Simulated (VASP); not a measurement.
# ZrBr2Cl (P6/mmm) in VASP: relaxation of cell and atoms with PBE

Aim: the relaxation of cell and atoms of ZrBr2Cl with PBE.

Program: VASP 6.6.1. These are calculated values, not measurements. Logs are shortened: lines on timing, memory, paths and dates and some standing lists are left out, and cuts for length are marked.

### Step 1. The crystal as given

The structure is hexagonal, space group P6/mmm (No. 191). Conventional cell: a = 3.628 Å, b = 3.628 Å, c = 12.532 Å, α = 90.00°, β = 90.00°, γ = 120.00°. Zr (site symmetry 6/mmm) has 2 Br at 2.46 Å as nearest neighbours. Br (site symmetry 6mm) is surrounded by 1 Zr at 2.46 Å. Cl (site symmetry 6/mmm) is surrounded by 6 Cl at 3.63 Å and 2 Br at 3.81 Å.

The cell was built by a generator and needn't be a form met in nature.

### Step 2. Relaxation of cell and atoms, PBE

Contents of INCAR:

```
SYSTEM = ZrBr2Cl
ALGO     = Normal         ! electronic algorithm
EDIFF    = 1E-7           ! SCF threshold, eV
EDIFFG   = -0.01          ! ionic threshold
ENCUT    = 600            ! plane-wave cutoff, eV
GGA      = PE             ! functional
IBRION   = 2              ! ionic algorithm
ISIF     = 3              ! what is computed and relaxed
ISMEAR   = 0              ! smearing method
LASPH    = .True.         ! aspherical terms in the spheres
LCHARG   = .False.        ! write CHGCAR
LREAL    = .False.        ! projectors in reciprocal space
LWAVE    = .False.        ! write WAVECAR
NELM     = 60             ! most SCF steps
NSW      = 40             ! ionic steps
PREC     = Accurate       ! precision mode
SIGMA    = 0.05           ! smearing width, eV
```

Contents of KPOINTS:

```
k-points
0
Gamma
  8 8 3
  0 0 0
```

Contents of POSCAR:

```
ZrBr2Cl
1.0
    3.6276200000      0.0000000000      0.0000000000
   -1.8138100000      3.1416100000      0.0000000000
    0.0000000000      0.0000000000     12.5323200000
Zr Br Cl
1 2 1
Direct
    0.0000000000      0.0000000000      0.0000000000
    0.0000000000      0.0000000000      0.8036300000
    0.0000000000      0.0000000000      0.1963700000
    0.0000000000      0.0000000000      0.5000000000
```

Potentials or basis: VASP PAW PBE potentials, release 64 (Zr_sv, Br, Cl).

Launch:

```sh
$ cat potpaw_PBE.64/Zr_sv/POTCAR potpaw_PBE.64/Br/POTCAR potpaw_PBE.64/Cl/POTCAR > POTCAR
$ mpirun -np 1 vasp_std > vasp.out
```

OUTCAR:

```text
SYSTEM = ZrBr2Cl
   EDIFF = 1E-7
   EDIFFG = -0.01
   ENCUT = 600
   GGA = PE
   IBRION = 2
   ISIF = 3
   ISMEAR = 0
   LASPH = .True.
   LREAL = .False.
   NELM = 60
   NSW = 40
   PREC = Accurate

 ion  position               nearest neighbor table
   1  0.000  0.000  0.000-   2 2.46   3 2.46
   2  0.000  0.000  0.804-   1 2.46
   3  0.000  0.000  0.196-   1 2.46
   4  0.000  0.000  0.500-

  LATTYP: Found a hexagonal cell.
 ALAT       =     3.6276200000
 C/A-ratio  =     3.4546948137

  Lattice vectors:

 A1 = (   3.6276200000,   0.0000000000,   0.0000000000)
 A2 = (  -1.8138100000,   3.1416100000,   0.0000000000)
 A3 = (   0.0000000000,   0.0000000000,  12.5323200000)

Analysis of symmetry for initial positions (statically):
=====================================================================
 Subroutine PRICEL returns:
 Original cell was already a primitive cell.

 Routine SETGRP: Setting up the symmetry group for a
 hexagonal supercell.

 Subroutine GETGRP returns: Found 24 space group operations
 (whereof 24 operations were pure point group operations)
 out of a pool of 24 trial point group operations.

The static configuration has the point symmetry D_6h.

Analysis of symmetry for dynamics (positions and initial velocities):
=====================================================================
 Subroutine PRICEL returns:
 Original cell was already a primitive cell.

 Routine SETGRP: Setting up the symmetry group for a
 hexagonal supercell.

 Subroutine GETGRP returns: Found 24 space group operations
 (whereof 24 operations were pure point group operations)
 out of a pool of 24 trial point group operations.

The dynamic configuration has the point symmetry D_6h.

 Subroutine INISYM returns: Found 24 space group operations
 (whereof 24 operations are pure point group operations),
 and found     1 'primitive' translations

----------------------------------------------------------------------------------------

                                     Primitive cell

  volume of cell :     142.8254

  direct lattice vectors                    reciprocal lattice vectors
     3.627620000  0.000000000  0.000000000     0.275662831  0.159154064  0.000000000
    -1.813810000  3.141610000  0.000000000     0.000000000  0.318308129  0.000000000
     0.000000000  0.000000000 12.532320000     0.000000000  0.000000000  0.079793685

  length of vectors
     3.627620000  3.627619069 12.532320000     0.318308047  0.318308129  0.079793685

  position of ions in fractional coordinates (direct lattice)
     0.000000000  0.000000000  0.000000000
     0.000000000  0.000000000  0.803630000
     0.000000000  0.000000000  0.196370000
     0.000000000  0.000000000  0.500000000

  ion indices of the primitive-cell ions
   primitive index   ion index
                 1           1
                 2           2
                 3           3
                 4           4

----------------------------------------------------------------------------------------

 KPOINTS: k-points

Automatic generation of k-mesh.
 Grid dimensions read from file:
 generate k-points for:    8    8    3

 Generating k-lattice:

  Cartesian coordinates                     Fractional coordinates (reciprocal lattice)
     0.034457854  0.019894258  0.000000000     0.125000000 -0.000000000  0.000000000
     0.000000000  0.039788516  0.000000000     0.000000000  0.125000000  0.000000000
     0.000000000  0.000000000  0.026597895     0.000000000  0.000000000  0.333333333

  Length of vectors
     0.039788506  0.039788516  0.026597895

  Shift w.r.t. Gamma in fractional coordinates (k-lattice)
     0.000000000  0.000000000  0.000000000

 Subroutine IBZKPT returns following result:
 ===========================================

 Found     20 irreducible k-points:

 Following reciprocal coordinates:
            Coordinates               Weight
  0.000000  0.000000  0.000000      1.000000
  0.125000  0.000000  0.000000      6.000000
  0.250000  0.000000  0.000000      6.000000
  0.375000 -0.000000  0.000000      6.000000
  0.500000  0.000000  0.000000      3.000000
  0.125000  0.125000  0.000000      6.000000
[... 12 lines left out ...]
  0.250000  0.250000  0.333333     12.000000
  0.375000  0.250000  0.333333     12.000000
   k-points           NKPTS =     20   k-points in BZ     NKDIM =     20   number of bands    NBANDS=     20
   number of dos      NEDOS =    301   number of ions     NIONS =      4
   total plane-waves  NPLWV =  90000
   dimension x,y,z NGX =    30 NGY =   30 NGZ =  100
   dimension x,y,z NGXF=    60 NGYF=   60 NGZF=  200
   ions per type =               1   2   1
   NGX,Y,Z   is equivalent  to a cutoff of  13.75, 13.75, 13.27 a.u.
   NGXF,Y,Z  is equivalent  to a cutoff of  27.50, 27.50, 26.53 a.u.
 SYSTEM =  ZrBr2Cl
   PREC   = accura    normal or accurate (medium, high low for compatibility)
   ISTART =      0    job   : 0-new  1-cont  2-samecut
   ICHARG =      2    charge: 1-file 2-atom 10-const
   ISPIN  =      1    spin polarized calculation?
   LNONCOLLINEAR =      F non collinear calculations
   LSORBIT =      F    spin-orbit coupling
   LASPH  =      T    aspherical Exc in radial PAW
   ENCUT  =  600.0 eV  44.10 Ry    6.64 a.u.   7.25  7.25 25.03*2*pi/ulx,y,z
   NELM   =     60;   NELMIN=  2; NELMDL= -5     # of ELM steps
   EDIFF  = 0.1E-06   stopping-criterion for ELM
   LREAL  =      F    real-space projection
   EDIFFG = -.1E-01   stopping-criterion for IOM
   NSW    =     40    number of steps for IOM
   IBRION =      2    ionic relax: 0-MD 1-quasi-New 2-CG
   NFREE  =      1    steps in history (QN), initial steepest desc. (CG)
   ISIF   =      3    stress and relaxation
   ISYM   =      2    0-nonsym 1-usesym 2-fastsym
   POTIM  = 0.5000    time-step for ionic-motion
   TEBEG  =    0.0;   TEEND  =   0.0 temperature during run
   PSTRESS=    0.0 pullay stress
   NELECT =      33.0000    total number of electrons
   NUPDOWN=      -1.0000    fix difference up-down
   EMIN   =  10.00;   EMAX   =-10.00  energy-range for DOS
   EFERMI =   0.00;   METHOD = LEGACY
   ISMEAR =     0;   SIGMA  =   0.05  broadening in eV -4-tet -1-fermi 0-gaus
   EFERMI_NEDOS =   21; number of points for ismear=-14 and -15
   IALGO  =     38    algorithm
   IMIX   =      4    mixing-type and parameters
     AMIX     =   0.40;   BMIX     =  1.00
     AMIX_MAG =   1.60;   BMIX_MAG =  1.00
  volume/ion in A,a.u.               =      35.71       240.96
  Fermi-wavevector in a.u.,A,eV,Ry     =   1.004564  1.898351 13.730305  1.009149
  Thomas-Fermi vector in A             =   2.137188
   LORBIT       =      0    0 simple, 1 ext, 2 COOP (PROOUT), +10 PAW based schemes
   GGA     = PE    functional components
   LHFCALC =     F    Hartree Fock is set to
   AEXX    =    0.0000 exact exchange contribution
   IVDW    =     0    specifies the selected vdW correction
   LEPSILON=     F    determine dielectric tensor
   LRPA    =     F    only Hartree local field effects (RPA)
 conjugate gradient relaxation of ions
 non-spin polarized calculation
 Gauss-broadening in eV      SIGMA  =   0.05
  energy-cutoff  :      600.00
  volume of cell :      142.83
 maximum number of plane-waves:      4821
 NGX is ok and might be reduce to    30
   NGX = 15   NGY = 15   NGZ = 51

--------------------------------------- Ionic step        1  -------------------------------------------

 number of electron      32.9999999 magnetization

 Free energy of the ion-electron system (eV)
  ---------------------------------------------------
  ext. energy  EPLUGINS =         0.00000000
  ---------------------------------------------------
  free energy    TOTEN  =       -14.33832479 eV

  energy without entropy =      -14.32965379  energy(sigma->0) =      -14.33398929

------------------------ aborting loop because EDIFF is reached ----------------------------------------

  FORCE on cell =-STRESS in cart. coord.  units (eV):
  Direction    XX          YY          ZZ          XY          YZ          ZX
  --------------------------------------------------------------------------------------
  -------------------------------------------------------------------------------------
  Total       -0.0187590     -0.0187590      0.0458352      0.0000000      0.0000000      0.0000000
  in kB       -0.2104335     -0.2104334      0.5141666      0.0000000      0.0000000      0.0000000
  external PRESSURE =       0.0310999 kB  Pullay stress =       0.0000000 kB

 VOLUME and BASIS-vectors are now :
 -----------------------------------------------------------------------------
  energy-cutoff  :      600.00
  volume of cell :      142.83
      direct lattice vectors                 reciprocal lattice vectors
     3.627620000  0.000000000  0.000000000     0.275662831  0.159154064  0.000000000
    -1.813810000  3.141610000  0.000000000     0.000000000  0.318308129  0.000000000
     0.000000000  0.000000000 12.532320000     0.000000000  0.000000000  0.079793685
[... 39 lines left out ...]
 POSITION                                       TOTAL-FORCE (eV/Angst)
 -----------------------------------------------------------------------------------
      0.00000      0.00000      0.00000         0.000000     -0.000000      0.000000
      1.81340      3.14090     10.07617         0.000000      0.000000      0.016283
      0.00000      0.00000      2.46308        -0.000000     -0.000000     -0.016283
      0.00000      0.00000      6.26962         0.000000     -0.000000      0.000000
 -----------------------------------------------------------------------------------
    total drift:                               -0.000000      0.000000      0.000000

  FREE ENERGIE OF THE ION-ELECTRON SYSTEM (eV)
  ---------------------------------------------------
  free  energy   TOTEN  =       -14.3383100649 eV

  energy  without entropy=      -14.3296451444  energy(sigma->0) =      -14.33397760

--------------------------------------- Ionic step        3  -------------------------------------------

 number of electron      33.0000000 magnetization

 Free energy of the ion-electron system (eV)
  ---------------------------------------------------
  ext. energy  EPLUGINS =         0.00000000
  ---------------------------------------------------
  free energy    TOTEN  =       -14.33833523 eV

  energy without entropy =      -14.32966698  energy(sigma->0) =      -14.33400111

 E-fermi :   0.1176     XC(G=0):  -7.7272

 val. band max:        0.1117236542   @ k =   0.3750  -0.0000   0.0000
 cond. band min:       0.1318851615   @ k =   0.1250   0.0000   0.3333
 fundamental gap:      0.0201615073
 Fermi energy:         0.1176194000

 k-point     1 :       0.0000    0.0000    0.0000
  band No.  band energies     occupation
      1     -49.4222      2.00000
      2     -27.4026      2.00000
      3     -27.3598      2.00000
      4     -27.3598      2.00000
      5     -14.4735      2.00000
      6     -14.1349      2.00000
[... 12 lines left out ...]
     19       0.9178      0.00000
     20       3.1568      0.00000
[... 457 lines left out ...]
 POSITION                                       TOTAL-FORCE (eV/Angst)
 -----------------------------------------------------------------------------------
      0.00000      0.00000      0.00000        -0.000000     -0.000000      0.000000
      0.00000      0.00000     10.07320        -0.000000      0.000000     -0.003484
      0.00000      0.00000      2.46178         0.000000     -0.000000      0.003484
      0.00000      0.00000      6.26749        -0.000000     -0.000000      0.000000
 -----------------------------------------------------------------------------------
    total drift:                               -0.000000      0.000000      0.000000

  FREE ENERGIE OF THE ION-ELECTRON SYSTEM (eV)
  ---------------------------------------------------
  free  energy   TOTEN  =       -14.3383352347 eV

  energy  without entropy=      -14.3296669754  energy(sigma->0) =      -14.33400111

 reached required accuracy - stopping structural energy minimisation
```

It took 1.9 min on 1 thread of Intel Xeon Platinum 8488C (Sapphire Rapids), shared host; peak memory 0.34 GiB.

Results:

* Free energy: -14.3383 eV
* Energy gained by relaxing: 0.0 meV/atom
* Ionic steps: 3
* Pressure after relaxing: 0.0 GPa
* Largest force after relaxing: 0.003 eV/Å
* Band gap on the k mesh: none (metal or under the smearing width)

Forces on the atoms (eV/Å):
```
Zr   0.000  0.000  0.000
Br   0.000  0.000 -0.003
Br   0.000  0.000  0.003
Cl   0.000  0.000  0.000
```

Final structure:
```cif
data_structure
_symmetry_space_group_name_H-M 'P 1'
_symmetry_Int_Tables_number 1
_cell_length_a 3.6273
_cell_length_b 3.6273
_cell_length_c 12.5350
_cell_angle_alpha 90.000
_cell_angle_beta 90.000
_cell_angle_gamma 120.000
_cell_volume 142.83
loop_
_atom_site_label
_atom_site_type_symbol
_atom_site_fract_x
_atom_site_fract_y
_atom_site_fract_z
_atom_site_occupancy
Zr1 Zr 0.00000 0.00000 0.00000 1
Br1 Br 0.00000 0.00000 0.80361 1
Br2 Br 0.00000 0.00000 0.19639 1
Cl1 Cl 0.00000 0.00000 0.50000 1
```

Caveat: this functional lacks dispersion, which binds the layers, so the pressure and a relaxed spacing across them are unreliable; an odd number of electrons without spin polarisation forces a metal; a magnetic or distorted state may lie lower.

### Step 3. For comparison

An earlier run on the cell as given: functional PBE; potentials or basis VASP PAW PBE potentials, release 64 (Zr_sv, Br, Cl); cutoff 520 eV; k mesh 8 × 8 × 3; occupations fermi-dirac, width 0.05 eV; no spin polarisation.

* Pressure: 0.0 GPa
* Largest force: 0.018 eV/Å
* Band gap on the k mesh: none (metal or under the smearing width)
